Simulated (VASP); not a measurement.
**Beryllium: structure and properties in VASP**

Aim: relax Beryllium with r2SCAN + rVV10, compute its properties on that cell and hold them against experiment. The steps: relaxing cell and atoms (r2SCAN + rVV10), second relaxation, single point with fields (r2SCAN + rVV10), bands along the symmetry lines (r2SCAN + rVV10), density of states (r2SCAN + rVV10), optical spectrum (r2SCAN + rVV10), zone-centre phonons (r2SCAN + rVV10) and self-consistent run (r2SCAN + rVV10), changed input. The start is a cell from a database of measured crystal structures.

Program: VASP 6.6.1. Level of theory: r2SCAN with rVV10; plane waves and PAW (Be). Results are calculated unless marked as measured.

Experimental background.

“D retention and material defects probed using Raman microscopy in JET limiter samples and beryllium-based synthesized samples” (2021, arxiv:2109.15077) quotes from earlier work for Be, hexagonal close-packed (crystalline beryllium, reference value from earlier work): Raman mode (E2g) 455 cm⁻¹ [literature value quoted in the methods section; measurement temperature and sample not …].

Most raw output is cut from this account.

## (1) The structure

Before any relaxation, the start is as follows. Symmetry: P6_3/mmc, No. 194, hexagonal system. Conventional cell: a = 2.285 Å, b = 2.285 Å, c = 3.584 Å, α = 90.00°, β = 90.00°, γ = 120.00°. Be has 12 Be at 2.23 to 2.29 Å nearest.

## (2) Relaxing cell and atoms (r2SCAN + rVV10)

The start need not lie at this functional's minimum. ISIF = 3 frees volume, shape and positions, and EDIFFG sets the threshold on forces and stress at which the search stops. r2SCAN adds the kinetic-energy density, costs more than a GGA and is run with LASPH. LUSE_VDW switches on a nonlocal correlation term for dispersion.

The input, INCAR:

```
SYSTEM = Be
PREC = Accurate
ENCUT = 400
EDIFF = 1E-06
NELM = 100
ISMEAR = 1
SIGMA = 0.2
LREAL = .FALSE.
ALGO = Normal
METAGGA = R2SCAN
LUSE_VDW = .TRUE.
IVDW_NL = 2
BPARAM = 11.95
CPARAM = 0.0093
LASPH = .TRUE.
NBANDS = 8
LORBIT = 11
LWAVE = .FALSE.
LCHARG = .FALSE.
KPAR = 2
IBRION = 2
NSW = 60
ISIF = 3
EDIFFG = -0.01
```

The input, POSCAR:

```
Be
1.0
    2.2853000000      0.0000000000      0.0000000000
   -1.1426500000      1.9791278553      0.0000000000
    0.0000000000      0.0000000000      3.5842000000
Be
2
Direct
    0.3333333333      0.6666666667      0.2500000000
    0.6666666667      0.3333333333      0.7500000000
```

The input, KPOINTS:

```
Automatic mesh
0
Gamma
11 11 6
0 0 0
```

The projector-augmented-wave data sets are Be (PBE family, release 64).

Command:

```console
mpirun -np 2 vasp_std
```

Run time: 38 s. Hardware: 2 MPI ranks of AMD EPYC 7R43, shared host; peak memory 0.26 GiB.

The k-mesh is coarse for a metal. The PAW data sets were made with PBE, which is usual practice but a small mismatch for other functionals. The run keeps the 24 symmetry operations of its start, so it cannot find a distortion of lower symmetry.

The steps of the relaxation:

| step | energy less that of the first step (eV) | largest force (eV/Å) | pressure (GPa) | volume (Å³) |
| --- | --- | --- | --- | --- |
| 1 | 0.0000 | 0.0000 | -2.83 | 16.21 |
| 2 | -0.0037 | 0.0000 | -0.39 | 15.88 |
| 3 | -0.0038 | 0.0000 | 0.02 | 15.82 |
| 4 | -0.0038 | 0.0000 | 0.08 | 15.82 |
| 5 | -0.0038 | 0.0000 | 0.03 | 15.82 |

| conventional cell, symmetrised | before | after | change |
| --- | --- | --- | --- |
| a (Å) | 2.285 | 2.262 | -1.0 % |
| b (Å) | 2.285 | 2.262 | -1.0 % |
| c (Å) | 3.584 | 3.569 | -0.4 % |
| volume (Å³/atom) | 8.11 | 7.91 | -2.4 % |

Final coordinates:

```xyz
2
Lattice="2.2625 0.0000 0.0000 -1.1312 1.9594 0.0000 0.0000 0.0000 3.5688" Properties=species:S:1:pos:R:3 pbc="T T T"
Be    0.0000    1.3062    0.8922
Be    1.1312    0.6531    2.6766
```

Numbers from this step:

| Quantity | Value |
| --- | --- |
| electrons | 4 |
| bands | 8 |
| irreducible k-points | 64 |
| symmetry operations | 24 |
| free energy (TOTEN) | -8.661 eV |
| energy at zero smearing | -8.660 eV |
| Fermi energy | 7.482 eV |
| pressure | 0.03270 GPa |
| metallic | yes |
| SCF cycles over all ionic steps | 24 |

It ends with forces that vanish by symmetry and a pressure of 0.03 GPa. The volume lies -2.4 % from that of the database's start, which holds the thermal and zero-point expansion of its experiment.

## (3) Second relaxation

A relaxation keeps the plane waves of the cell it began with, so it is repeated from the new cell, on a basis made for it.

INCAR is that of step 2.

The input, POSCAR:

```
Be
1.0
    2.2624682218      0.0000000000      0.0000000000
   -1.1312341109      1.9593549553      0.0000000000
    0.0000000000      0.0000000000      3.5688030367
Be
2
Direct
    0.3333333333      0.6666666667      0.2500000000
    0.6666666667      0.3333333333      0.7500000000
```

KPOINTS is that of step 2.

Command:

```console
mpirun -np 2 vasp_std
```

Elapsed: 14 s, on 2 MPI ranks; peak memory 0.24 GiB.

Little changed from the start: no atom moved by 0.005 Å and no cell edge by 0.1 %.

Numbers from this step:

```yaml
free_energy_toten: -8.660 eV
pressure: 0.03659 GPa
scf_cycles_over_all_ionic_steps: 10
```

It ends with forces that vanish by symmetry and a pressure of 0.04 GPa. The volume moved by under 0.01 %: the run met its threshold at the first step.

## (4) Single point with fields (r2SCAN + rVV10)

A single point on the relaxed cell gives a clean self-consistent state, with density, ELF and potential written out.

INCAR, as its differences from that of step 3:

```diff
@@ -18,7 +18,5 @@
 LWAVE = .FALSE.
-LCHARG = .FALSE.
-KPAR = 2
-IBRION = 2
-NSW = 60
-ISIF = 3
-EDIFFG = -0.01
+LCHARG = .TRUE.
+ISIF = 2
+LELF = .TRUE.
+LVHAR = .TRUE.
```

POSCAR is that of step 3.

KPOINTS is that of step 3.

Command:

```console
mpirun -np 2 vasp_std
```

Run time: 12 s. Hardware: 2 MPI ranks; peak memory 0.21 GiB; 22 s of CPU time.

This step gave:

| Quantity | Value |
| --- | --- |
| SCF cycles | 10 |

Valence electrons inside each PAW sphere by angular momentum. Sphere charges, by row:

| atom | s (e) | p (e) | d (e) | tot (e) |
| --- | --- | --- | --- | --- |
| Be1 | 0.406 | 0.764 | 0 | 1.17 |
| Be2 | 0.406 | 0.764 | 0 | 1.17 |

ELF in the ac plane at fractional y = 0.333, with atoms of Be within 0.2 Å of it. It is the smooth field of the valence electrons, not physical close to the nuclei.

Ten even steps from '0' (0.00) to '9' (0.76):
```
777777655567
778775422245
678764100014
578752000002
578752000002
678764100014
778775422245
777777655567
777778888888
776778899988
765678999998
644468999998
543457999997
543457999997
644468999998
765678999998
776778899988
777778888888
```
Columns run along a (2.3 Å), rows up along c (3.6 Å). Atoms in or near the plane, at fractional coordinates: Be at (0.67, 0.75).

Electrostatic potential energy in the ac plane at fractional y = 0.333, with atoms of Be within 0.2 Å of it. With pseudopotentials it is smooth inside the atoms' cores, unlike the true potential.

Values in eV, 18 rows by 12 columns:
```
 -3  -1  -1  -1  -3  -5  -7 -10 -12 -10  -7  -5
 -5  -2  -1  -2  -5  -9 -17 -28 -32 -28 -17  -8
 -7  -4  -2  -4  -7 -16 -34 -40 -39 -40 -34 -16
 -8  -5  -2  -5  -8 -23 -40 -33 -24 -33 -40 -23
 -8  -5  -2  -5  -8 -23 -40 -33 -24 -33 -40 -23
 -7  -4  -2  -4  -7 -16 -34 -40 -39 -40 -34 -16
 -5  -2  -1  -2  -5  -9 -17 -28 -32 -28 -17  -8
 -3  -1  -1  -1  -3  -5  -7 -10 -12 -10  -7  -5
 -2  -2  -2  -2  -2  -3  -4  -5  -5  -5  -4  -3
 -3  -3  -4  -3  -3  -2  -2  -2  -2  -2  -2  -2
 -5  -6  -7  -6  -5  -3  -2  -1  -1  -1  -2  -3
 -7  -9 -10  -9  -7  -5  -2  -1  -1  -1  -2  -5
 -8 -12 -14 -12  -8  -6  -3  -1  -1  -1  -3  -6
 -8 -12 -14 -12  -8  -6  -3  -1  -1  -1  -3  -6
 -7  -9 -10  -9  -7  -5  -2  -1  -1  -1  -2  -5
 -5  -6  -7  -6  -5  -3  -2  -1  -1  -1  -2  -3
 -3  -3  -4  -3  -3  -2  -2  -2  -2  -2  -2  -2
 -2  -2  -2  -2  -2  -3  -4  -5  -5  -5  -4  -3
```
Columns run along a (2.3 Å; values clipped at the 3rd and 97th percentile), rows up along c (3.6 Å). Atoms in or near the plane, at fractional coordinates: Be at (0.67, 0.75).

Valence density in the ac plane at fractional y = 0.333, with atoms of Be within 0.2 Å of it. It is the smooth field of the valence electrons, not physical close to the nuclei.

Ten even steps from '0' (0.06 e/Å³) to '9' (0.29 e/Å³):
```
888888999998
888888877788
888888643468
888887410147
888887410147
888888643468
888888877788
888888999998
888888999998
888889999999
888889999999
887889999999
877789999999
877789999999
887889999999
888889999999
888889999999
888888999998
```
Columns run along a (2.3 Å), rows up along c (3.6 Å). Atoms in or near the plane, at fractional coordinates: Be at (0.67, 0.75).

In this run the pressure is 0.04 GPa, small enough to go on.

## (5) Bands along the symmetry lines (r2SCAN + rVV10)

The mesh alone shows little of the dispersion and can miss band extrema, so KPOINTS_OPT adds a path through the symmetry points after the self-consistent cycle.

INCAR, as its differences from that of step 4:

```diff
@@ -15,8 +15,6 @@
 LASPH = .TRUE.
-NBANDS = 8
+NBANDS = 14
 LORBIT = 11
 LWAVE = .FALSE.
-LCHARG = .TRUE.
-ISIF = 2
-LELF = .TRUE.
-LVHAR = .TRUE.
+LCHARG = .FALSE.
+KPAR = 2
```

POSCAR is that of step 4.

KPOINTS is that of step 4.

The input, KPOINTS_OPT:

```
Line mode
16
Line-mode
Reciprocal
  0.00000000   0.00000000   0.00000000 GAMMA
  0.50000000   0.00000000   0.00000000 M

  0.50000000   0.00000000   0.00000000 M
  0.33333333   0.33333333   0.00000000 K

  0.33333333   0.33333333   0.00000000 K
  0.00000000   0.00000000   0.00000000 GAMMA

  0.00000000   0.00000000   0.00000000 GAMMA
  0.00000000   0.00000000   0.50000000 A

  0.00000000   0.00000000   0.50000000 A
  0.50000000   0.00000000   0.50000000 L

  0.50000000   0.00000000   0.50000000 L
  0.33333333   0.33333333   0.50000000 H

  0.33333333   0.33333333   0.50000000 H
  0.00000000   0.00000000   0.50000000 A

  0.50000000   0.00000000   0.50000000 L
  0.50000000   0.00000000   0.00000000 M

  0.33333333   0.33333333   0.00000000 K
  0.33333333   0.33333333   0.50000000 H
```

Command:

```console
mpirun -np 2 vasp_std
```

Elapsed: 30 s, on 2 MPI ranks; peak memory 0.27 GiB; 58 s of CPU time.

This step gave:

```yaml
bands: 14
pressure: 0.03660 GPa
```

Electronic bands along the path, in eV, zero at the Fermi level; # counts the bands kept:

| point | #1 | #2 | #3 | #4 | #5 | #6 |
| --- | --- | --- | --- | --- | --- | --- |
| Γ | -12.59 | -5.13 | 0.67 | 17.01 | 17.01 | 20.03 |
| 0.47 of the way | -10.90 | -2.95 | 1.01 | 8.88 | 12.49 | 17.44 |
| M | -5.75 | -3.72 | 3.57 | 6.41 | 6.82 | 9.88 |
| 0.47 of the way | -5.06 | -3.18 | 4.28 | 4.28 | 6.87 | 6.95 |
| K | -3.07 | -1.43 | -1.43 | 6.84 | 6.84 | 6.91 |
| 0.47 of the way | -9.64 | -1.35 | 1.19 | 6.21 | 9.07 | 15.28 |
| Γ | -12.59 | -5.13 | 0.67 | 17.01 | 17.01 | 20.03 |
| 0.47 of the way | -12.09 | -7.26 | 3.97 | 17.47 | 17.47 | 18.67 |
| A | -10.26 | -10.26 | 10.99 | 10.99 | 18.81 | 18.81 |
| 0.47 of the way | -8.55 | -8.55 | 9.54 | 9.54 | 13.61 | 13.61 |
| L | -4.22 | -4.22 | 1.20 | 1.20 | 12.66 | 12.66 |
| 0.47 of the way | -3.51 | -3.51 | 1.17 | 1.17 | 9.04 | 9.04 |
| H | -1.51 | -1.51 | -0.05 | -0.05 | 6.28 | 6.28 |
| 0.53 of the way | -7.98 | -7.98 | 9.64 | 9.64 | 10.67 | 10.67 |
| A | -10.26 | -10.26 | 10.99 | 10.99 | 18.81 | 18.81 |
| jump to L | -4.22 | -4.22 | 1.20 | 1.20 | 12.66 | 12.66 |
| 0.53 of the way | -5.33 | -3.71 | 2.37 | 2.90 | 10.50 | 11.43 |
| M | -5.75 | -3.72 | 3.57 | 6.41 | 6.82 | 9.88 |
| jump to K | -3.07 | -1.43 | -1.43 | 6.84 | 6.84 | 6.91 |
| 0.47 of the way | -2.41 | -1.46 | -1.46 | 3.86 | 6.56 | 6.56 |
| H | -1.51 | -1.51 | -0.05 | -0.05 | 6.28 | 6.28 |

There is no gap at this level.

Of the bands kept, 3 cross the Fermi level on this path.

## (6) Density of states (r2SCAN + rVV10)

Here the states are counted by energy and projected on the atoms. The mesh is finer than in the run before.

INCAR, as its differences from that of step 5:

```diff
@@ -5,3 +5,3 @@
 NELM = 100
-ISMEAR = 1
+ISMEAR = -5
 SIGMA = 0.2
@@ -20 +20,2 @@
 KPAR = 2
+NEDOS = 2001
```

POSCAR is that of step 5.

The input, KPOINTS:

```
Automatic mesh
0
Gamma
17 17 9
0 0 0
```

Command:

```console
mpirun -np 2 vasp_std
```

Run time: 35 s. Hardware: 2 MPI ranks; peak memory 0.28 GiB.

With tetrahedra the forces and stress of a metal are not exact derivatives of the energy.

Numbers from this step:

- SCF cycles: 9
- irreducible k-points: 165
- free energy (TOTEN): -8.674 eV
- Fermi energy: 7.074 eV
- pressure: 0.1034 GPa
- DOS at the Fermi level: 0.1185 states/eV/cell

The density of states has structure finer than the step of the table below, so its rows give means over 1 eV, whole bins alone (the curve runs from -12.0 to 7.88 eV). Peaks (eV: height): total -2.6: 0.576, -0.1: 0.235, 2.0: 0.983, 6.5: 0.789; Be p -3.1: 0.282, -0.1: 0.122, 2.1: 0.352, 6.5: 0.311; Be s -10.3: 0.108, -2.6: 0.0634, 2.0: 0.193, 6.7: 0.163.

States under -12.0 eV and over 7.9 eV are left out. The density of states by energy, zero at the Fermi level; means over each step; values in states/eV/cell:

| energy (eV) | total | Be p | Be s |
| --- | --- | --- | --- |
| -11 | 0.161 | 0.0130 | 0.0818 |
| -10 | 0.227 | 0.0314 | 0.101 |
| -9 | 0.267 | 0.0527 | 0.103 |
| -8 | 0.315 | 0.0798 | 0.104 |
| -7 | 0.359 | 0.111 | 0.0975 |
| -6 | 0.420 | 0.156 | 0.0874 |
| -5 | 0.496 | 0.217 | 0.0706 |
| -4 | 0.466 | 0.227 | 0.0446 |
| -3 | 0.513 | 0.259 | 0.0447 |
| -2 | 0.415 | 0.215 | 0.0313 |
| -1 | 0.241 | 0.128 | 0.0151 |
| 0 | 0.124 | 0.0662 | 0.00568 |
| 1 | 0.170 | 0.0795 | 0.0154 |
| 2 | 0.778 | 0.284 | 0.141 |
| 3 | 0.514 | 0.206 | 0.0760 |
| 4 | 0.452 | 0.187 | 0.0603 |
| 5 | 0.427 | 0.186 | 0.0501 |
| 6 | 0.431 | 0.187 | 0.0590 |
| 7 | 0.688 | 0.284 | 0.131 |

The finer mesh and the other smearing move the Fermi level by -0.41 eV from the 11×11×6 run, one measure of the sampling error in the zero of the bands above. Of the states within 0.3 eV of the Fermi level, the largest shares in the PAW spheres are Be p 53 %. The rest lies in smaller channels or between the spheres.

## (7) Optical spectrum (r2SCAN + rVV10)

LOPTICS sums transitions from filled to empty bands. NBANDS is raised for it.

INCAR, as its differences from that of step 6:

```diff
@@ -5,3 +5,3 @@
 NELM = 100
-ISMEAR = -5
+ISMEAR = 1
 SIGMA = 0.2
@@ -15,3 +15,3 @@
 LASPH = .TRUE.
-NBANDS = 14
+NBANDS = 18
 LORBIT = 11
@@ -20,2 +20,4 @@
 KPAR = 2
-NEDOS = 2001
+LOPTICS = .TRUE.
+NEDOS = 1500
+CSHIFT = 0.1
```

POSCAR is that of step 6.

KPOINTS is that of step 6.

Command:

```console
mpirun -np 2 vasp_std
```

Wall time 45 s (2 MPI ranks); peak memory 0.31 GiB.

These are independent-particle spectra without excitons or local fields, and fine structure depends on the mesh and on CSHIFT. The intraband (Drude) part is not in this spectrum.

Numbers from this step:

```yaml
scf_cycles: 10
bands: 18
free_energy_toten: -8.673 eV
energy_at_zero_smearing: -8.673 eV
fermi_energy: 7.065 eV
pressure: 0.1240 GPa
```

The imaginary dielectric function has structure finer than the step of the table below, so its rows give means over 0.5 eV, whole bins alone (the curve runs from 0 to 25.0 eV). Peaks (eV: height): xx 0.15: 649; zz 0.15: 122, 1.29: 39.3.

Table of imaginary dielectric function by photon energy; means over each step:

| photon energy (eV) | xx | zz |
| --- | --- | --- |
| 0.5 | 135 | 19.7 |
| 1.0 | 21.8 | 14.4 |
| 1.5 | 13.6 | 25.9 |
| 2.0 | 13.1 | 15.5 |
| 2.5 | 16.6 | 20.5 |
| 3.0 | 24.3 | 13.7 |
| 3.5 | 13.9 | 17.9 |
| 4.0 | 17.7 | 15.8 |
| 4.5 | 18.3 | 17.4 |
| 5.0 | 16.1 | 16.3 |
| 5.5 | 11.0 | 13.4 |
| 6.0 | 8.50 | 8.82 |
| 6.5 | 5.39 | 8.07 |
| 7.0 | 4.67 | 6.99 |
| 7.5 | 3.11 | 3.35 |
| 8.0 | 3.58 | 2.34 |
| 8.5 | 2.91 | 2.82 |
| 9.0 | 2.31 | 2.25 |
| 9.5 | 1.55 | 1.93 |
| 10.0 | 1.30 | 2.10 |
| 10.5 | 1.36 | 2.20 |
| 11.0 | 1.10 | 1.51 |
| 11.5 | 0.686 | 0.598 |
| 12.0 | 0.910 | 0.845 |
| 12.5 | 0.736 | 0.637 |
| 13.0 | 0.517 | 0.575 |
| 13.5 | 0.538 | 0.423 |
| 14.0 | 0.584 | 0.527 |
| 14.5 | 0.470 | 0.630 |
| 15.0 | 0.392 | 0.426 |
| 15.5 | 0.463 | 0.361 |
| 16.0 | 0.485 | 0.355 |
| 16.5 | 0.450 | 0.319 |
| 17.0 | 0.332 | 0.234 |
| 17.5 | 0.326 | 0.318 |
| 18.0 | 0.256 | 0.312 |
| 18.5 | 0.324 | 0.360 |
| 19.0 | 0.258 | 0.272 |
| 19.5 | 0.240 | 0.249 |
| 20.0 | 0.212 | 0.266 |
| 20.5 | 0.233 | 0.230 |
| 21.0 | 0.240 | 0.210 |
| 21.5 | 0.189 | 0.197 |
| 22.0 | 0.178 | 0.166 |
| 22.5 | 0.152 | 0.184 |
| 23.0 | 0.153 | 0.204 |
| 23.5 | 0.169 | 0.171 |
| 24.0 | 0.132 | 0.143 |
| 24.5 | 0.109 | 0.117 |

Table of real dielectric function by photon energy:

| photon energy (eV) | xx | zz |
| --- | --- | --- |
| 0 | 895 | 188 |
| 1 | -25.2 | 37.8 |
| 2 | 0.699 | 14.4 |
| 3 | -4.41 | 7.20 |
| 4 | 6.21 | 4.52 |
| 5 | -6.20 | -1.14 |
| 6 | -6.54 | -6.04 |
| 7 | -6.43 | -6.55 |
| 8 | -3.66 | -3.70 |
| 9 | -3.53 | -3.12 |
| 10 | -2.56 | -2.19 |
| 11 | -2.01 | -2.82 |
| 12 | -1.20 | -1.39 |
| 13 | -1.08 | -1.15 |
| 14 | -0.694 | -0.673 |
| 15 | -0.479 | -0.701 |
| 16 | -0.332 | -0.376 |
| 17 | -0.290 | -0.167 |
| 18 | -0.0660 | -0.0298 |
| 19 | 0.00549 | 0.0274 |
| 20 | 0.143 | 0.137 |
| 21 | 0.174 | 0.210 |
| 22 | 0.244 | 0.284 |
| 23 | 0.332 | 0.356 |
| 24 | 0.347 | 0.331 |

## (8) Zone-centre phonons (r2SCAN + rVV10)

Zone-centre modes test whether the atoms sit at a minimum within this cell. IBRION = 6 takes the force constants from differences of forces between displaced cells, so the forces must be tight.

The input, INCAR:

```
SYSTEM = Be
PREC = Accurate
ENCUT = 400
EDIFF = 1E-08
NELM = 100
ISMEAR = 1
SIGMA = 0.2
LREAL = .FALSE.
ALGO = Normal
METAGGA = R2SCAN
LUSE_VDW = .TRUE.
IVDW_NL = 2
BPARAM = 11.95
CPARAM = 0.0093
LASPH = .TRUE.
NBANDS = 8
LORBIT = 11
LWAVE = .FALSE.
LCHARG = .FALSE.
KPAR = 2
IBRION = 6
NFREE = 2
POTIM = 0.015
ISIF = 2
NSW = 1
```

POSCAR is that of step 7.

The input, KPOINTS:

```
Automatic mesh
0
Gamma
19 19 11
0 0 0
```

Command:

```console
mpirun -np 2 vasp_std
```

It took 4.3 min on 2 MPI ranks; peak memory 0.5 GiB; 8.6 min of CPU time.

The last energy, forces, stress and levels in OUTCAR belong to the last displaced cell, not to the cell of POSCAR.

This step gave:

- bands: 8
- irreducible k-points: 240
- pressure of the cell: 0.05080 GPa
- largest force of the cell: 0 eV/Å

Modes at Γ:

| mode | frequency (cm⁻¹) | symmetry |
| --- | --- | --- |
| 1 | 0.0 | acoustic |
| 2 | 0.0 | acoustic |
| 3 | 0.0 | acoustic |
| 4 | 475.9 | E2g |
| 5 | 475.9 | E2g |
| 6 | 720.8 | Bg |

Displacements in mode 4 (475.9 cm⁻¹), the largest set to 1:
```
Be1  0.00 -1.00  0.00
Be2  0.00  1.00  0.00
```

Displacements in mode 6 (720.8 cm⁻¹), the largest set to 1:
```
Be1  0.00  0.00  1.00
Be2  0.00  0.00 -1.00
```

The three acoustic modes come out at zero, and all others are real. By the characters of their eigenvectors the optical modes sort into (cm⁻¹) Raman active: E2g 476; silent: Bg 721. B labels carry no number here, since it depends on the setting of the axes. With a centre of inversion no mode is active in both.

## (9) Self-consistent run (r2SCAN + rVV10), changed input

A single point gives energy, forces and stress at these settings. Some settings are moved from the usual, to see what they do.

INCAR, as its differences from that of step 8:

```diff
@@ -1,5 +1,5 @@
 SYSTEM = Be
-PREC = Accurate
+PREC = Low
 ENCUT = 400
-EDIFF = 1E-08
+EDIFF = 1E-06
 NELM = 100
@@ -20,6 +20,2 @@
 KPAR = 2
-IBRION = 6
-NFREE = 2
-POTIM = 0.015
 ISIF = 2
-NSW = 1
```

POSCAR is that of step 8.

The input, KPOINTS:

```
Automatic mesh
0
Gamma
14 14 8
0 0 0
```

Command:

```console
mpirun -np 2 vasp_std
```

It took 8 s on 2 MPI ranks; peak memory 0.19 GiB; 15 s of CPU time.

The run converged; its settings lie outside those of the reference runs, so its numbers are set aside.

Against the sound run on this cell (optical spectrum (r2SCAN + rVV10)) the energy at zero smearing moves by +3.4 meV an atom and the pressure by -0.01 GPa.

Settings moved from the usual: k-mesh = 14×14×8 and PREC = Low.

The mesh holds 120 irreducible points against 165. PREC = Low changes the FFT grids.

## (10) Summary of results

| Property | Result |
| --- | --- |
| relaxed volume | 7.910 Å³/atom |
| relaxed conventional cell a, b, c | 2.262, 2.262, 3.569 Å; angles 90.0, 90.0, 120.0° |
| space group after relaxing, within 0.02 Å | P6_3/mmc (No. 194) |
| band gap | none, a metal |
| DOS at the Fermi level | 0.118 states/eV/cell |
| highest zone-centre mode | 721 cm⁻¹ |

With r2SCAN + rVV10, Beryllium relaxes to 7.910 Å³/atom in space group P6_3/mmc (held by the symmetry of the run) and comes out as a metal. Against the listed cell the volume lies -2.4 % (a -1.0 %, c -0.4 %). Bands along the symmetry lines (r2SCAN + rVV10): Of the bands kept, 3 cross the Fermi level on this path. Zone-centre phonons (r2SCAN + rVV10): The highest mode in this list at Γ lies at 720.8 cm⁻¹. The k-sampling is coarse for a metal, so the Fermi level, pressures and the shape of the cell carry errors. Modes at Γ alone can't show that the crystal is stable at other wave vectors. No search among competing phases was made. All values are for a static lattice at zero temperature.

Comparison with the measured values:

```
              quantity  measured  r2SCAN with rVV10
Raman mode, E2g (cm⁻¹)       455       476 (+4.6 %)
```

Measured values from arxiv:2109.15077 (2021).

How well it matches: The Raman mode is off by +4.6 %: fair agreement. The grades are ours: good and fair within 3 and 7 % for the Raman mode. For Raman mode the calculation has a static lattice, without zero-point motion or thermal expansion.

[Lines on the potential files, build, host, timing and source positions are cut from VASP's logs without a mark.]

[Logs are printed without paths, hosts, clocks, repeated set-up lines and the standing remarks that a program may print on its own settings, such as how far it seeks lower states.]

[Hosts, paths, dates, database ids (printed as entryN), source tags and the programs' standing remarks are cut or masked in the printed files.]

[A measured line is paired with the nearest computed mode of its activity, which favours agreement.]
